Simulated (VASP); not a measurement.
# ZnS(110): relaxation, ionisation energy and affinity, part 2 of 3

Where do the bulk band edges lie against the vacuum outside ZnS(110)?

VASP 6.6.1; PBE; plane waves and PAW (Zn, S).

So far, gap on the k-mesh (eV): step 3 (band edges of the bulk) 2.01.

### 4. Surface relaxation

System of this step: ZnS(110). The cell holds 18 atoms: 9 Zn and 9 S. Its edges and angles: a = 3.849 Å, b = 5.444 Å, c = 31.397 Å, α = 90.0°, β = 90.0°, γ = 90.0°. It derives from ZnS. 9 layers, cut at this functional's lattice. Vacuum lies along c.

All atoms relax at the fixed cell.

File INCAR:

```
SYSTEM = ZnS
PREC = Normal
ENCUT = 320
EDIFF = 1E-05
NELM = 120
ISMEAR = 0
SIGMA = 0.03
LREAL = Auto
ALGO = Fast
GGA = PE
NBANDS = 100
LORBIT = 11
LWAVE = .FALSE.
LCHARG = .FALSE.
KPAR = 2
NCORE = 2
IBRION = 2
NSW = 60
ISIF = 2
EDIFFG = -0.03
POTIM = 0.4
MAXMIX = 40
IDIPOL = 3
LDIPOL = .TRUE.
DIPOL = 0.5 0.5 0.5
```

File POSCAR:

```
ZnS
1.0
    3.8492525117      0.0000000000      0.0000000000
    0.0000000000      5.4436651070      0.0000000000
    0.0000000000      0.0000000000     31.3970100467
Zn S
9 9
Direct
    0.0000000000      0.0000000000      0.2548013300
    0.5000000000      0.5000000000      0.3161010000
    0.0000000000      0.0000000000      0.3774006700
    0.5000000000      0.5000000000      0.4387003300
    0.0000000000      0.0000000000      0.5000000000
    0.5000000000      0.5000000000      0.5612996700
    0.0000000000      0.0000000000      0.6225993300
    0.5000000000      0.5000000000      0.6838990000
    0.0000000000      0.0000000000      0.7451986700
    0.0000000000      0.7500000000      0.3161010000
    0.5000000000      0.2500000000      0.2548013300
    0.0000000000      0.7500000000      0.4387003300
    0.5000000000      0.2500000000      0.3774006700
    0.0000000000      0.7500000000      0.5612996700
    0.5000000000      0.2500000000      0.5000000000
    0.0000000000      0.7500000000      0.6838990000
    0.5000000000      0.2500000000      0.6225993300
    0.5000000000      0.2500000000      0.7451986700
```

File KPOINTS:

```
Automatic mesh
0
Gamma
6 5 1
0 0 0
```

Potentials, in the order of the species: Zn and S (PBE family, release 64).

Started as:

```console
mpirun -np 4 vasp_std
```

The log of the run:

```text
[banner, memory and clock lines left out]
running    4 mpi-ranks, on    1 nodes
 distrk:  each k-point on    2 cores,    2 groups
 distr:  one band on    2 cores,    1 groups

 POSCAR found type information on POSCAR ZnS
 POSCAR found :  2 types and      18 ions
 LDA part: xc-table for (Slater+PW92), standard interpolation
 POSCAR, INCAR and KPOINTS ok, starting setup
 FFT: planning ... GRIDC
 FFT: planning ... GRID_SOFT
 FFT: planning ... GRID
 WAVECAR not read
 entering main loop
       N       E                     dE             d eps       ncg     rms          rms(c)
DAV:   1     0.104889069477E+04    0.10489E+04   -0.55249E+04  2464   0.115E+03
DAV:   2     0.862334790576E+02   -0.96266E+03   -0.91583E+03  2664   0.306E+02
DAV:   3    -0.562871672720E+02   -0.14252E+03   -0.14111E+03  2644   0.125E+02
DAV:   4    -0.640402281189E+02   -0.77531E+01   -0.77077E+01  2808   0.277E+01
DAV:   5    -0.642962369844E+02   -0.25601E+00   -0.25572E+00  2904   0.481E+00    0.199E+01
RMM:   6    -0.598592846871E+02    0.44370E+01   -0.11450E+01  2400   0.123E+01    0.157E+01
RMM:   7    -0.596598388515E+02    0.19945E+00   -0.63871E+00  2402   0.832E+00    0.517E+00
RMM:   8    -0.596708658391E+02   -0.11027E-01   -0.98361E-01  2412   0.373E+00    0.231E+00
RMM:   9    -0.595960319588E+02    0.74834E-01   -0.29349E-01  2400   0.194E+00    0.115E+00
RMM:  10    -0.595964903181E+02   -0.45836E-03   -0.71985E-02  2401   0.129E+00    0.433E-01
RMM:  11    -0.595994034116E+02   -0.29131E-02   -0.23403E-02  2887   0.445E-01    0.376E-01
RMM:  12    -0.595991748210E+02    0.22859E-03   -0.43584E-03  2413   0.249E-01    0.216E-01
RMM:  13    -0.595992121829E+02   -0.37362E-04   -0.74990E-04  2646   0.825E-02    0.187E-01
RMM:  14    -0.595994149410E+02   -0.20276E-03   -0.18555E-04  2408   0.433E-02    0.125E-01
RMM:  15    -0.595995290228E+02   -0.11408E-03   -0.19068E-04  1949   0.293E-02    0.453E-02
RMM:  16    -0.595996204024E+02   -0.91380E-04   -0.10178E-04  1899   0.270E-02    0.502E-02
RMM:  17    -0.595996292096E+02   -0.88071E-05   -0.12675E-05  1482   0.130E-02
   1 F= -.59599629E+02 E0= -.59599629E+02  d E =-.595996E+02
 curvature:   0.00 expect dE= 0.000E+00 dE for cont linesearch  0.000E+00
 trial: gam= 0.00000 g(F)=  0.329E+00 g(S)=  0.000E+00 ort = 0.000E+00 (trialstep = 0.100E+01)
 search vector abs. value=  0.329E+00
 bond charge predicted
       N       E                     dE             d eps       ncg     rms          rms(c)
DAV:   1    -0.598286577868E+02   -0.22904E+00   -0.46949E+01  2592   0.203E+01    0.189E+00
RMM:   2    -0.599644077736E+02   -0.13575E+00   -0.90583E-01  2400   0.349E+00    0.758E+00
RMM:   3    -0.599273155895E+02    0.37092E-01   -0.87344E-01  2430   0.247E+00    0.374E+00
RMM:   4    -0.598788307152E+02    0.48485E-01   -0.18949E-01  2400   0.118E+00    0.113E+00
RMM:   5    -0.598839345425E+02   -0.51038E-02   -0.27789E-02  2401   0.523E-01    0.596E-01
RMM:   6    -0.598819538070E+02    0.19807E-02   -0.81417E-03  2413   0.254E-01    0.506E-01
RMM:   7    -0.598803618158E+02    0.15920E-02   -0.55509E-03  2400   0.185E-01    0.502E-01
RMM:   8    -0.598813610391E+02   -0.99922E-03   -0.85382E-04  2394   0.102E-01    0.164E-01
RMM:   9    -0.598821274399E+02   -0.76640E-03   -0.12154E-03  2423   0.858E-02    0.192E-01
RMM:  10    -0.598824046951E+02   -0.27726E-03   -0.21341E-04  2291   0.435E-02    0.112E-01
RMM:  11    -0.598825413415E+02   -0.13665E-03   -0.22106E-04  2122   0.311E-02    0.143E-01
RMM:  12    -0.598825801373E+02   -0.38796E-04   -0.40801E-05  1738   0.170E-02    0.635E-02
RMM:  13    -0.598826368325E+02   -0.56695E-04   -0.32259E-05  1666   0.131E-02    0.451E-02
RMM:  14    -0.598826469731E+02   -0.10141E-04   -0.85067E-06  1468   0.703E-03    0.208E-02
RMM:  15    -0.598826501836E+02   -0.32105E-05   -0.42486E-06  1427   0.497E-03
   2 F= -.59882650E+02 E0= -.59882650E+02  d E =-.283021E+00
[... from here on, the cycles between the ionic steps are left out ...]
   3 F= -.60220268E+02 E0= -.60220268E+02  d E =-.620639E+00
   4 F= -.60223246E+02 E0= -.60223246E+02  d E =-.623617E+00
   5 F= -.60366978E+02 E0= -.60366978E+02  d E =-.143732E+00
   6 F= -.60511009E+02 E0= -.60511009E+02  d E =-.287763E+00
   7 F= -.60520054E+02 E0= -.60520054E+02  d E =-.296808E+00
   8 F= -.60536085E+02 E0= -.60536085E+02  d E =-.160311E-01
   9 F= -.60536258E+02 E0= -.60536258E+02  d E =-.162043E-01
  10 F= -.60543310E+02 E0= -.60543310E+02  d E =-.705112E-02
  11 F= -.60545340E+02 E0= -.60545340E+02  d E =-.908150E-02
  12 F= -.60549780E+02 E0= -.60549780E+02  d E =-.444015E-02
  13 F= -.60550313E+02 E0= -.60550313E+02  d E =-.497304E-02
  14 F= -.60550292E+02 E0= -.60550292E+02  d E =-.495222E-02
  15 F= -.60550298E+02 E0= -.60550298E+02  d E =-.495837E-02
 curvature:  -0.51 expect dE=-0.261E-03 dE for cont linesearch -0.544E-06
 trial: gam= 0.23229 g(F)=  0.510E-03 g(S)=  0.000E+00 ort =-0.678E-04 (trialstep = 0.310E+01)
 search vector abs. value=  0.711E-03
 bond charge predicted
       N       E                     dE             d eps       ncg     rms          rms(c)
DAV:   1    -0.605504059245E+02   -0.10676E-03   -0.87989E-01  2408   0.305E+00    0.248E-01
RMM:   2    -0.605513819417E+02   -0.97602E-03   -0.13807E-02  2400   0.371E-01    0.289E-01
RMM:   3    -0.605514858327E+02   -0.10389E-03   -0.18608E-03  2405   0.168E-01    0.190E-01
RMM:   4    -0.605514207694E+02    0.65063E-04   -0.55901E-04  2401   0.799E-02    0.110E-01
RMM:   5    -0.605513859835E+02    0.34786E-04   -0.14669E-04  2321   0.406E-02    0.633E-02
RMM:   6    -0.605513999742E+02   -0.13991E-04   -0.57814E-05  1848   0.221E-02    0.557E-02
RMM:   7    -0.605514036925E+02   -0.37184E-05   -0.26504E-05  1664   0.149E-02
  16 F= -.60551404E+02 E0= -.60551404E+02  d E =-.110541E-02
 trial-energy change:   -0.001105  1 .order   -0.001134   -0.001533   -0.000735
 step:   5.9625(harm=  5.9625)  dis= 0.01099  next Energy=   -60.551772 (dE=-0.147E-02)
 reached required accuracy - stopping structural energy minimisation
```

It took 6.3 min on 4 MPI ranks of AMD EPYC 9R14 (Zen 4), shared host; peak memory 0.96 GiB.

From OUTCAR (step 4):

```text
  LATTYP: Found a simple orthorhombic cell.
 ALAT       =     3.8492525117
 B/A-ratio  =     1.4142135624
 C/A-ratio  =     8.1566511813

 Subroutine GETGRP returns: Found  4 space group operations
 (whereof  4 operations were pure point group operations)

The static configuration has the point symmetry C_2v.

 Found     12 irreducible k-points:

   k-points           NKPTS =     12   k-points in BZ     NKDIM =     12   number of bands    NBANDS=    100

   dimension x,y,z NGX =    18 NGY =   24 NGZ =  140
   dimension x,y,z NGXF=    36 NGYF=   48 NGZF=  280

   ENCUT  =  320.0 eV  23.52 Ry    4.85 a.u.   5.61  7.94 45.80*2*pi/ulx,y,z

   NELECT =     162.0000    total number of electrons

 dipolmoment           0.000000      0.000000      0.000000 electrons x Angstroem

 E-fermi :  -1.4932

 k-point     1 :       0.0000    0.0000    0.0000
  band No.  band energies     occupation
    ...
     77      -1.8674      2.00000
     78      -1.8301      2.00000
     79      -1.7697      2.00000
     80      -1.7246      2.00000
     81      -1.6738      2.00000
     82       0.5030      0.00000
     83       1.0294      0.00000
     84       1.6869      0.00000
     85       1.8577      0.00000
     86       2.1256      0.00000
    ...

 k-point     2 :       0.1667    0.0000    0.0000
  band No.  band energies     occupation
    ...
     77      -2.5139      2.00000
     78      -2.3047      2.00000
     79      -2.2588      2.00000
     80      -2.0533      2.00000
     81      -1.9175      2.00000
     82       1.3891      0.00000
     83       1.7595      0.00000
     84       2.1417      0.00000
     85       2.3612      0.00000
     86       2.4465      0.00000
    ...

  Total       -1.1631468     -0.6655419     -1.0399026      0.0000000      0.0000000      0.0000000
  in kB       -2.8326247     -1.6208018     -2.5324866      0.0000000      0.0000000      0.0000000
  external PRESSURE =      -2.3286377 kB  Pullay stress =       0.0000000 kB

  energy-cutoff  :      320.00
  volume of cell :      657.89
      direct lattice vectors                 reciprocal lattice vectors
     3.849252512  0.000000000  0.000000000     0.259790699  0.000000000  0.000000000
     0.000000000  5.443665107  0.000000000     0.000000000  0.183699765  0.000000000
     0.000000000  0.000000000 31.397010047     0.000000000  0.000000000  0.031850167

 POSITION                                       TOTAL-FORCE (eV/Angst)
 -----------------------------------------------------------------------------------
      0.00000      0.28542      8.40203         0.000000      0.014970      0.010409
      1.92463      2.63773      9.78852        -0.000000     -0.003576      0.016957
      0.00000      5.40691     11.85413        -0.000000      0.004227      0.014367
      1.92463      2.69568     13.74073         0.000000     -0.019374      0.017279
      0.00000      5.43237     15.69851        -0.000000     -0.008513     -0.000000
      1.92463      2.69568     17.65628         0.000000     -0.019374     -0.017279
      0.00000      5.40691     19.54288        -0.000000      0.004227     -0.014367
      1.92463      2.63773     21.60849        -0.000000     -0.003576     -0.016957
      0.00000      0.28542     22.99498        -0.000000      0.014970     -0.010409
      0.00000      4.00774      9.92479        -0.000000      0.007860      0.005021
      1.92463      1.36042      7.83392        -0.000000      0.021282     -0.006818
      0.00000      4.05794     13.77226        -0.000000     -0.012148      0.023039
      1.92463      1.33222     11.80417        -0.000000      0.005767      0.015044
      0.00000      4.05794     17.62475        -0.000000     -0.012148     -0.023039
      1.92463      1.35340     15.69851        -0.000000     -0.029502     -0.000000
      0.00000      4.00774     21.47222        -0.000000      0.007860     -0.005021
      1.92463      1.33222     19.59284        -0.000000      0.005767     -0.015044
      1.92463      1.36042     23.56309        -0.000000      0.021282      0.006818
 -----------------------------------------------------------------------------------
    total drift:                                0.000000      0.051758     -0.000227

  FREE ENERGIE OF THE ION-ELECTRON SYSTEM (eV)
  ---------------------------------------------------
  free  energy   TOTEN  =       -60.5514036925 eV

  energy  without entropy=      -60.5514036925  energy(sigma->0) =      -60.55140369

 vacuum level on the upper side and lower side of the slab         3.892         3.892

 total charge
# of ion       s       p       d       tot
------------------------------------------
    1        0.561   0.430   9.780  10.771
    2        0.514   0.453   9.788  10.755
    3        0.513   0.455   9.789  10.757
    4        0.512   0.450   9.789  10.751
    5        0.512   0.453   9.789  10.754
    6        0.512   0.450   9.789  10.751
    7        0.513   0.455   9.789  10.757
    8        0.514   0.453   9.788  10.755
    9        0.561   0.430   9.780  10.771
   10        1.317   2.425   0.000   3.742
   11        1.332   2.386   0.000   3.718
   12        1.316   2.426   0.000   3.742
   13        1.317   2.418   0.000   3.735
   14        1.316   2.426   0.000   3.742
   15        1.316   2.421   0.000   3.738
   16        1.317   2.425   0.000   3.742
   17        1.317   2.418   0.000   3.735
   18        1.332   2.386   0.000   3.718
--------------------------------------------------
tot         16.593  25.759  88.082 130.434

[... 1 part as in an earlier step ...]

[... 7 further parts left out ...]
```

The run keeps the 4 symmetry operations of its start, so it cannot find a distortion of lower symmetry.

Relaxation path:

| step | energy less that of the first step (eV) | largest force (eV/Å) |
| --- | --- | --- |
| 1 | 0.0000 | 1.6470 |
| 2 | -0.2830 | 1.3014 |
| 3 | -0.6206 | 0.6024 |
| 4 | -0.6236 | 0.6705 |
| 5 | -0.7673 | 0.4871 |
| 6 | -0.9114 | 0.2907 |
| 7 | -0.9204 | 0.1953 |
| 8 | -0.9365 | 0.1203 |
| 9 | -0.9366 | 0.1149 |
| 10 | -0.9437 | 0.0956 |
| 11 | -0.9457 | 0.1080 |
| 12 | -0.9502 | 0.0348 |
| 13 | -0.9507 | 0.0485 |
| 14 | -0.9507 | 0.0441 |
| 15 | -0.9507 | 0.0477 |
| 16 | -0.9518 | 0.0295 |

The atoms that moved most (Å):

```
atom     dx      dy      dz  length
 Zn1  0.000   0.285   0.402   0.493
 Zn9  0.000   0.285  -0.402   0.493
 S18  0.000   0.000   0.166   0.166
 S11  0.000   0.000  -0.166   0.166
 Zn8  0.000  -0.084   0.136   0.160
 Zn2  0.000  -0.084  -0.136   0.160
 S16  0.000  -0.075   0.000   0.075
 S10  0.000  -0.075   0.000   0.075
```

The relaxed structure:

```cif
data_structure
_symmetry_space_group_name_H-M 'P 1'
_symmetry_Int_Tables_number 1
_cell_length_a 3.8493
_cell_length_b 5.4437
_cell_length_c 31.3970
_cell_angle_alpha 90.000
_cell_angle_beta 90.000
_cell_angle_gamma 90.000
_cell_volume 657.89
loop_
_atom_site_label
_atom_site_type_symbol
_atom_site_fract_x
_atom_site_fract_y
_atom_site_fract_z
_atom_site_occupancy
Zn1 Zn 0.00000 0.05243 0.26761 1
Zn2 Zn 0.50000 0.48455 0.31177 1
Zn3 Zn 0.00000 0.99325 0.37756 1
Zn4 Zn 0.50000 0.49520 0.43764 1
Zn5 Zn 0.00000 0.99793 0.50000 1
Zn6 Zn 0.50000 0.49520 0.56236 1
Zn7 Zn 0.00000 0.99325 0.62244 1
Zn8 Zn 0.50000 0.48455 0.68823 1
Zn9 Zn 0.00000 0.05243 0.73239 1
S10 S 0.00000 0.73622 0.31611 1
S11 S 0.50000 0.24991 0.24951 1
S12 S 0.00000 0.74544 0.43865 1
S13 S 0.50000 0.24473 0.37596 1
S14 S 0.00000 0.74544 0.56135 1
S15 S 0.50000 0.24862 0.50000 1
S16 S 0.00000 0.73622 0.68389 1
S17 S 0.50000 0.24473 0.62404 1
S18 S 0.50000 0.24991 0.75049 1
```

This step gave:

| Quantity | Value |
| --- | --- |
| electronic cycles | 154 |
| electrons | 162 |
| free energy (TOTEN) | -60.5514 eV |
| Fermi energy | -1.493 eV |
| dipole moment | 0, 0, 0 e·Å |
| gap on the k-mesh | 2.177 eV |
| least direct gap on the k-mesh | 2.177 eV |

The run ended after 16 ionic steps, 0.952 eV below its first step, once the forces on the free atoms met EDIFFG = -0.03.

(Part 2 of 3 ends here.)

[Lines on the potential files, build, host, timing and source positions are cut from VASP's logs without a mark.]

[Logs are printed without paths, hosts, clocks, repeated set-up lines and the standing remarks that a program may print on its own settings, such as how far it seeks lower states.]

[Hosts, paths, dates, database ids (printed as entryN), source tags and the programs' standing remarks are cut or masked in the printed files.]

[Runs that stopped without an error message from VASP are left out.]
